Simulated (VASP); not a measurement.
All values below come from PBEsol GGA, VASP's PBE PAW potentials (set 64) (plane waves; VASP).

VASP input:

### INCAR
```
# general
SYSTEM=K3LiCl4
PREC  =Accurate
ENCUT =520
LREAL =.FALSE.
LASPH =.TRUE.
ICHARG=11

# electronic loop
EDIFF =1E-7
NELM  =100
ALGO  =Normal

# smearing
ISMEAR=0
SIGMA =0.05

# functional
GGA   =PS

# output
LWAVE =.FALSE.
LCHARG=.FALSE.
LORBIT=11
```

POSCAR:
```
K3LiCl4
1
    0.0095336704     6.0349130459     5.9610261278
    6.0349130459     0.0095336704     5.9610261278
    3.0222233582     3.0222233582     0.0000000000
Li Cl K
1 4 3
Direct
  0.0000000000   1.0000000000   1.0000000000
  0.2209169271   0.2209169271   0.5581661457
  0.2314114539   0.7685885461   0.5000000000
  0.7685885461   0.2314114539   0.5000000000
  0.7790830729   0.7790830729   0.4418338543
  0.0000000000   0.5000000000   1.0000000000
  0.5000000000   1.0000000000   1.0000000000
  0.5000000000   0.5000000000   1.0000000000
```

KPOINTS:
```
k-points along high-symmetry lines
8
Line-mode
Reciprocal
  0.000000   0.000000   0.000000 ! GAMMA
 -0.500000  -0.500000   0.000000 ! Y

 -0.500000  -0.500000   0.000000 ! Y
 -0.625000  -0.375000   0.000000 ! C_0

 -0.375000   0.375000   0.000000 ! SIGMA_0
  0.000000   0.000000   0.000000 ! GAMMA

  0.000000   0.000000   0.000000 ! GAMMA
  0.500000   0.500000   0.500000 ! Z

  0.500000   0.500000   0.500000 ! Z
  0.125000   0.875000   0.500000 ! A_0

 -0.125000   0.125000   0.500000 ! E_0
  0.000000   0.000000   0.500000 ! T

  0.000000   0.000000   0.500000 ! T
 -0.500000  -0.500000   0.000000 ! Y

  0.000000   0.000000   0.000000 ! GAMMA
 -0.500000   0.000000   0.000000 ! S

 -0.500000   0.000000   0.000000 ! S
  0.000000   0.500000   0.500000 ! R

  0.000000   0.500000   0.500000 ! R
  0.500000   0.500000   0.500000 ! Z

  0.500000   0.500000   0.500000 ! Z
  0.000000   0.000000   0.500000 ! T
```

POTCAR, in this order: Li_sv Cl K_sv (PBE.64 set). Program: vasp_std. Read from the step before: CHGCAR.

What VASP printed:

File OSZICAR:
```
       N       E                     dE             d eps       ncg     rms          rms(c)
DAV:   1     0.464209181422E+03    0.46421E+03   -0.25955E+04  5984   0.153E+03
DAV:   2     0.150670409681E+02   -0.44914E+03   -0.44116E+03  7638   0.382E+02
DAV:   3    -0.264093505356E+02   -0.41476E+02   -0.41407E+02  7974   0.106E+02
DAV:   4    -0.280312487430E+02   -0.16219E+01   -0.16192E+01 10136   0.217E+01
DAV:   5    -0.281124643751E+02   -0.81216E-01   -0.81201E-01  8728   0.314E+00
DAV:   6    -0.281140865170E+02   -0.16221E-02   -0.16220E-02  9742   0.563E-01
DAV:   7    -0.281141566854E+02   -0.70168E-04   -0.70167E-04  8792   0.886E-02
DAV:   8    -0.281141585175E+02   -0.18321E-05   -0.18322E-05  9440   0.152E-02
DAV:   9    -0.281141585995E+02   -0.81971E-07   -0.81979E-07  7088   0.279E-03
   1 F= -.28114159E+02 E0= -.28114159E+02  d E =-.885747E-11
```

OUTCAR:
```
 val. band max:       -1.3877708929   @ k =   0.0000   0.0000   0.0000

 cond. band min:       3.5717468688   @ k =   0.0000   0.0000   0.0000



 k-point     1 :       0.0000    0.0000    0.0000
  band No.  band energies     occupation
      1     -44.7120      2.00000
      2     -28.8957      2.00000
      3     -28.2045      2.00000
      4     -28.1969      2.00000
      5     -13.8696      2.00000
      6     -13.8244      2.00000
      7     -13.7485      2.00000
      8     -13.5123      2.00000
      9     -12.4808      2.00000
     10     -12.4388      2.00000
     11     -12.3154      2.00000
     12     -11.8724      2.00000
     13     -11.8009      2.00000
     14     -11.7913      2.00000
     15     -11.7602      2.00000
     16     -11.5762      2.00000
     17     -11.5333      2.00000
     18      -2.9608      2.00000
     19      -2.7507      2.00000
     20      -2.5223      2.00000
     21      -1.8840      2.00000
     22      -1.8594      2.00000
     23      -1.8192      2.00000
     24      -1.7902      2.00000
     25      -1.7410      2.00000
     26      -1.7194      2.00000
     27      -1.4163      2.00000
     28      -1.4065      2.00000
     29      -1.3878      2.00000
     30       3.5717      0.00000
     31       5.0045      0.00000
     32       5.5109      0.00000
     33       5.9255      0.00000
     34       6.5168      0.00000

 k-point     2 :      -0.0714   -0.0714    0.0000
  band No.  band energies     occupation
      1     -44.7120      2.00000
      2     -28.8957      2.00000
      3     -28.2045      2.00000
      4     -28.1970      2.00000
      5     -13.8720      2.00000
      6     -13.8184      2.00000
      7     -13.7464      2.00000
      8     -13.5210      2.00000
      9     -12.4790      2.00000
     10     -12.4387      2.00000
     11     -12.3144      2.00000
     12     -11.8609      2.00000
     13     -11.8013      2.00000
     14     -11.7913      2.00000
     15     -11.7602      2.00000
...
```

The density is held fixed in this step, so its total energy and stress have no physical meaning.

The structure was generated: K3LiCl4 was put into an ordered model structure (Cmmm), which need not be its known phase. It was relaxed first.
